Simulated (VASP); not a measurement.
# CsSrF3 (Pm-3m) in VASP: further runs

One crystal, CsSrF3, is run at these levels: LDA; tasks: single point, relaxation of cell and atoms.

All numbers are computed with VASP 6.6.1; they aren't measurements. Logs are shortened: lines on timing, memory, paths and dates and some standing lists are left out, and cuts for length are marked.

### Step 1. The structure

It takes space group Pm-3m (No. 221, cubic). Conventional cell: a = 4.648 Å, b = 4.648 Å, c = 4.648 Å, α = 90.00°, β = 90.00°, γ = 90.00°. Cs (site symmetry m-3m) has 12 F at 3.29 Å as nearest neighbours. Sr (site symmetry m-3m) is surrounded by 6 F at 2.32 Å. F (site symmetry 4/mmm) is surrounded by 2 Sr at 2.32 Å.

The cell comes from a database or a generator and needn't be the stable form of this composition.

### Step 2. Single point, LDA

Input file INCAR:

```
PREC = Accurate
ENCUT = 520
EDIFF = 1E-6
ISMEAR = 0
SIGMA = 0.05
LREAL = False
LASPH = True
NELM = 100
ALGO = Normal
ISIF = 2
LWAVE = False
LCHARG = False
GGA = CA
NBANDS = 28
```

Input file KPOINTS:

```
Automatic mesh
0
Gamma
  6 6 6
```

Input file POSCAR:

```
CsSrF3
1.0
    4.6482766144      0.0000000000      0.0000000000
    0.0000000000      4.6482766144      0.0000000000
    0.0000000000      0.0000000000      4.6482766144
Cs Sr F
1 1 3
Direct
    0.0000000000      0.0000000000      0.0000000000
    0.5000000000      0.5000000000      0.5000000000
    0.0000000000      0.5000000000      0.5000000000
    0.5000000000      0.0000000000      0.5000000000
    0.5000000000      0.5000000000      0.0000000000
```

Potentials or basis: VASP PAW LDA potentials, release 64 (Cs_sv, Sr_sv, F).

Started as:

```console
$ cat potpaw_LDA.64/Cs_sv/POTCAR potpaw_LDA.64/Sr_sv/POTCAR potpaw_LDA.64/F/POTCAR > POTCAR
$ mpirun -np 1 vasp_std > vasp.out
```

OUTCAR:

```text
PREC = Accurate
   ENCUT = 520
   EDIFF = 1E-6
   ISMEAR = 0
   LREAL = False
   LASPH = True
   NELM = 100
   ISIF = 2
   GGA = CA

 ion  position               nearest neighbor table
   1  0.000  0.000  0.000-   2 4.03   2 4.03   2 4.03   2 4.03   2 4.03   2 4.03   2 4.03   2 4.03

   2  0.500  0.500  0.500-   3 2.32   4 2.32   5 2.32   5 2.32   4 2.32   3 2.32   1 4.03   1 4.03
                             1 4.03   1 4.03   1 4.03   1 4.03   1 4.03   1 4.03
   3  0.000  0.500  0.500-   2 2.32   2 2.32
   4  0.500  0.000  0.500-   2 2.32   2 2.32
   5  0.500  0.500  0.000-   2 2.32   2 2.32

  LATTYP: Found a simple cubic cell.
 ALAT       =     4.6482766144

  Lattice vectors:

 A1 = (   4.6482766144,   0.0000000000,   0.0000000000)
 A2 = (   0.0000000000,   4.6482766144,   0.0000000000)
 A3 = (   0.0000000000,   0.0000000000,   4.6482766144)

Analysis of symmetry for initial positions (statically):
=====================================================================
 Subroutine PRICEL returns:
 Original cell was already a primitive cell.

 Routine SETGRP: Setting up the symmetry group for a
 simple cubic supercell.

 Subroutine GETGRP returns: Found 48 space group operations
 (whereof 48 operations were pure point group operations)
 out of a pool of 48 trial point group operations.

The static configuration has the point symmetry O_h .

Analysis of symmetry for dynamics (positions and initial velocities):
=====================================================================
 Subroutine PRICEL returns:
 Original cell was already a primitive cell.

 Routine SETGRP: Setting up the symmetry group for a
 simple cubic supercell.

 Subroutine GETGRP returns: Found 48 space group operations
 (whereof 48 operations were pure point group operations)
 out of a pool of 48 trial point group operations.

The dynamic configuration has the point symmetry O_h .

 Subroutine INISYM returns: Found 48 space group operations
 (whereof 48 operations are pure point group operations),
 and found     1 'primitive' translations

----------------------------------------------------------------------------------------

                                     Primitive cell

  volume of cell :     100.4329

  direct lattice vectors                    reciprocal lattice vectors
     4.648276614  0.000000000  0.000000000     0.215133496  0.000000000  0.000000000
     0.000000000  4.648276614  0.000000000     0.000000000  0.215133496  0.000000000
     0.000000000  0.000000000  4.648276614     0.000000000  0.000000000  0.215133496

  length of vectors
     4.648276614  4.648276614  4.648276614     0.215133496  0.215133496  0.215133496

  position of ions in fractional coordinates (direct lattice)
     0.000000000  0.000000000  0.000000000
     0.500000000  0.500000000  0.500000000
     0.000000000  0.500000000  0.500000000
     0.500000000  0.000000000  0.500000000
     0.500000000  0.500000000  0.000000000

  ion indices of the primitive-cell ions
   primitive index   ion index
                 1           1
                 2           2
                 3           3
                 4           4
                 5           5

----------------------------------------------------------------------------------------

 KPOINTS: Automatic mesh

Automatic generation of k-mesh.
 Grid dimensions read from file:
 generate k-points for:    6    6    6

 Generating k-lattice:

  Cartesian coordinates                     Fractional coordinates (reciprocal lattice)
     0.035855583  0.000000000  0.000000000     0.166666667  0.000000000  0.000000000
     0.000000000  0.035855583  0.000000000     0.000000000  0.166666667  0.000000000
     0.000000000  0.000000000  0.035855583     0.000000000  0.000000000  0.166666667

  Length of vectors
     0.035855583  0.035855583  0.035855583

  Shift w.r.t. Gamma in fractional coordinates (k-lattice)
     0.000000000  0.000000000  0.000000000

 Subroutine IBZKPT returns following result:
 ===========================================

 Found     20 irreducible k-points:

 Following reciprocal coordinates:
            Coordinates               Weight
  0.000000  0.000000  0.000000      1.000000
  0.166667  0.000000  0.000000      6.000000
  0.333333  0.000000  0.000000      6.000000
  0.500000  0.000000  0.000000      3.000000
  0.166667  0.166667  0.000000     12.000000
  0.333333  0.166667  0.000000     24.000000
[... 12 lines left out ...]
  0.500000  0.500000  0.333333      6.000000
  0.500000  0.500000  0.500000      1.000000
   k-points           NKPTS =     20   k-points in BZ     NKDIM =     20   number of bands    NBANDS=     28
   number of dos      NEDOS =    301   number of ions     NIONS =      5
   total plane-waves  NPLWV =  46656
   dimension x,y,z NGX =    36 NGY =   36 NGZ =   36
   dimension x,y,z NGXF=    72 NGYF=   72 NGZF=   72
   ions per type =               1   1   3
   NGX,Y,Z   is equivalent  to a cutoff of  12.88, 12.88, 12.88 a.u.
   NGXF,Y,Z  is equivalent  to a cutoff of  25.75, 25.75, 25.75 a.u.
 SYSTEM =  unknown system
   PREC   = accura    normal or accurate (medium, high low for compatibility)
   ISTART =      0    job   : 0-new  1-cont  2-samecut
   ICHARG =      2    charge: 1-file 2-atom 10-const
   ISPIN  =      1    spin polarized calculation?
   LNONCOLLINEAR =      F non collinear calculations
   LSORBIT =      F    spin-orbit coupling
   LASPH  =      T    aspherical Exc in radial PAW
   ENCUT  =  520.0 eV  38.22 Ry    6.18 a.u.   8.64  8.64  8.64*2*pi/ulx,y,z
   NELM   =    100;   NELMIN=  2; NELMDL= -5     # of ELM steps
   EDIFF  = 0.1E-05   stopping-criterion for ELM
   LREAL  =      F    real-space projection
   EDIFFG = 0.1E-04   stopping-criterion for IOM
   NSW    =      0    number of steps for IOM
   IBRION =     -1    ionic relax: 0-MD 1-quasi-New 2-CG
   NFREE  =      0    steps in history (QN), initial steepest desc. (CG)
   ISIF   =      2    stress and relaxation
   ISYM   =      2    0-nonsym 1-usesym 2-fastsym
   POTIM  = 0.5000    time-step for ionic-motion
   TEBEG  =    0.0;   TEEND  =   0.0 temperature during run
   PSTRESS=    0.0 pullay stress
   NELECT =      40.0000    total number of electrons
   NUPDOWN=      -1.0000    fix difference up-down
   EMIN   =  10.00;   EMAX   =-10.00  energy-range for DOS
   EFERMI =   0.00;   METHOD = LEGACY
   ISMEAR =     0;   SIGMA  =   0.05  broadening in eV -4-tet -1-fermi 0-gaus
   EFERMI_NEDOS =   21; number of points for ismear=-14 and -15
   IALGO  =     38    algorithm
   IMIX   =      4    mixing-type and parameters
     AMIX     =   0.40;   BMIX     =  1.00
     AMIX_MAG =   1.60;   BMIX_MAG =  1.00
  volume/ion in A,a.u.               =      20.09       135.55
  Fermi-wavevector in a.u.,A,eV,Ry     =   1.204489  2.276154 19.739250  1.450794
  Thomas-Fermi vector in A             =   2.340213
   LORBIT       =      0    0 simple, 1 ext, 2 COOP (PROOUT), +10 PAW based schemes
   GGA     = CA    functional components
   LHFCALC =     F    Hartree Fock is set to
   AEXX    =    0.0000 exact exchange contribution
   IVDW    =     0    specifies the selected vdW correction
   LEPSILON=     F    determine dielectric tensor
   LRPA    =     F    only Hartree local field effects (RPA)
 non-spin polarized calculation
 Gauss-broadening in eV      SIGMA  =   0.05
  energy-cutoff  :      520.00
  volume of cell :      100.43
 maximum number of plane-waves:      2730
 NGX is ok and might be reduce to    36
   NGX = 17   NGY = 17   NGZ = 17

 number of electron      40.0000021 magnetization

 Free energy of the ion-electron system (eV)
  ---------------------------------------------------
  ext. energy  EPLUGINS =         0.00000000
  ---------------------------------------------------
  free energy    TOTEN  =       -27.18418680 eV

  energy without entropy =      -27.18418680  energy(sigma->0) =      -27.18418680

 E-fermi :  -1.8447     XC(G=0):  -9.4244

 val. band max:       -2.1030145068   @ k =   0.0000   0.0000   0.0000
 cond. band min:       4.1841414550   @ k =   0.0000   0.0000   0.0000
 fundamental gap:      6.2871559618
 Fermi energy:        -1.8446920949

 k-point     1 :       0.0000    0.0000    0.0000
  band No.  band energies     occupation
      1     -31.4471      2.00000
      2     -20.8817      2.00000
      3     -20.8233      2.00000
      4     -20.8233      2.00000
      5     -19.7184      2.00000
      6     -13.9550      2.00000
[... 20 lines left out ...]
     27      10.2783      0.00000
     28      10.2783      0.00000

 k-point     2 :       0.1667    0.0000    0.0000
  band No.  band energies     occupation
      1     -31.4429      2.00000
      2     -20.9192      2.00000
      3     -20.8390      2.00000
      4     -20.8223      2.00000
      5     -19.7348      2.00000
      6     -13.9506      2.00000
[... 20 lines left out ...]
     27       9.7648      0.00000
     28       9.7650      0.00000

 k-point     3 :       0.3333    0.0000    0.0000
  band No.  band energies     occupation
      1     -31.4346      2.00000
      2     -21.0425      2.00000
      3     -20.8215      2.00000
      4     -20.8145      2.00000
      5     -19.7684      2.00000
      6     -13.9418      2.00000
[... 20 lines left out ...]
     27       8.9427      0.00000
     28       8.9427      0.00000

 k-point     4 :       0.5000    0.0000    0.0000
  band No.  band energies     occupation
      1     -31.4305      2.00000
      2     -21.1041      2.00000
      3     -20.8210      2.00000
      4     -20.7988      2.00000
      5     -19.7859      2.00000
      6     -13.9374      2.00000
[... 20 lines left out ...]
     27       8.1490      0.00000
     28       8.1490      0.00000

 k-point     5 :       0.1667    0.1667    0.0000
  band No.  band energies     occupation
      1     -31.4388      2.00000
      2     -20.9206      2.00000
      3     -20.8883      2.00000
      4     -20.8260      2.00000
      5     -19.7485      2.00000
      6     -13.9464      2.00000
[... 20 lines left out ...]
     27       8.9082      0.00000
     28       9.2248      0.00000

 k-point     6 :       0.3333    0.1667    0.0000
  band No.  band energies     occupation
      1     -31.4305      2.00000
      2     -21.0344      2.00000
      3     -20.8866      2.00000
      4     -20.8153      2.00000
      5     -19.7768      2.00000
      6     -13.9379      2.00000
[... 339 lines left out ...]
      5     -19.7949      2.00000
      6     -13.3337      2.00000
[... 20 lines left out ...]
     27       9.3147      0.00000
     28       9.3147      0.00000

 k-point    18 :       0.5000    0.3333    0.3333
  band No.  band energies     occupation
      1     -31.4057      2.00000
      2     -21.0712      2.00000
      3     -21.0085      2.00000
      4     -21.0033      2.00000
      5     -19.7953      2.00000
      6     -13.3298      2.00000
[... 20 lines left out ...]
     27       9.1558      0.00000
     28       9.7673      0.00000

 k-point    19 :       0.5000    0.5000    0.3333
  band No.  band energies     occupation
      1     -31.4016      2.00000
      2     -21.0683      2.00000
      3     -21.0683      2.00000
      4     -21.0049      2.00000
      5     -19.7928      2.00000
      6     -13.3259      2.00000
[... 20 lines left out ...]
     27       9.4376      0.00000
     28       9.9560      0.00000

 k-point    20 :       0.5000    0.5000    0.5000
  band No.  band energies     occupation
      1     -31.3974      2.00000
      2     -21.0665      2.00000
      3     -21.0665      2.00000
      4     -21.0665      2.00000
      5     -19.7874      2.00000
      6     -13.1156      2.00000
[... 20 lines left out ...]
     27       9.9066      0.00000
     28       9.9669      0.00000

------------------------ aborting loop because EDIFF is reached ----------------------------------------

  FORCE on cell =-STRESS in cart. coord.  units (eV):
  Direction    XX          YY          ZZ          XY          YZ          ZX
  --------------------------------------------------------------------------------------
  -------------------------------------------------------------------------------------
  Total        0.2354515      0.2354515      0.2354515      0.0000000      0.0000000     -0.0000000
  in kB        3.7560907      3.7560907      3.7560907      0.0000000      0.0000000     -0.0000000
  external PRESSURE =       3.7560907 kB  Pullay stress =       0.0000000 kB

 VOLUME and BASIS-vectors are now :
 -----------------------------------------------------------------------------
  energy-cutoff  :      520.00
  volume of cell :      100.43
      direct lattice vectors                 reciprocal lattice vectors
     4.648276614  0.000000000  0.000000000     0.215133496  0.000000000  0.000000000
     0.000000000  4.648276614  0.000000000     0.000000000  0.215133496  0.000000000
     0.000000000  0.000000000  4.648276614     0.000000000  0.000000000  0.215133496

 POSITION                                       TOTAL-FORCE (eV/Angst)
 -----------------------------------------------------------------------------------
      0.00000      0.00000      0.00000         0.000000      0.000000      0.000000
      2.32414      2.32414      2.32414         0.000000      0.000000      0.000000
      0.00000      2.32414      2.32414         0.000000      0.000000      0.000000
      2.32414      0.00000      2.32414         0.000000      0.000000      0.000000
      2.32414      2.32414      0.00000         0.000000      0.000000      0.000000
 -----------------------------------------------------------------------------------
    total drift:                                0.000000      0.000000      0.000000

  FREE ENERGIE OF THE ION-ELECTRON SYSTEM (eV)
  ---------------------------------------------------
  free  energy   TOTEN  =       -27.1841867972 eV

  energy  without entropy=      -27.1841867972  energy(sigma->0) =      -27.18418680
```

Run time: 36 s. Hardware: 1 thread of Intel Xeon Platinum 8259CL at 2.50GHz (Skylake/Cascade Lake), shared host; peak memory 0.2 GiB.

What came out:

* Free energy: -27.1842 eV
* Pressure: 0.4 GPa
* Band gap on the k mesh: 6.29 eV, direct

Caveat: spin-orbit coupling is left out, which moves the levels of the heavy elements. A k mesh can miss the band edges.

(Part 1 of 2 ends here.)
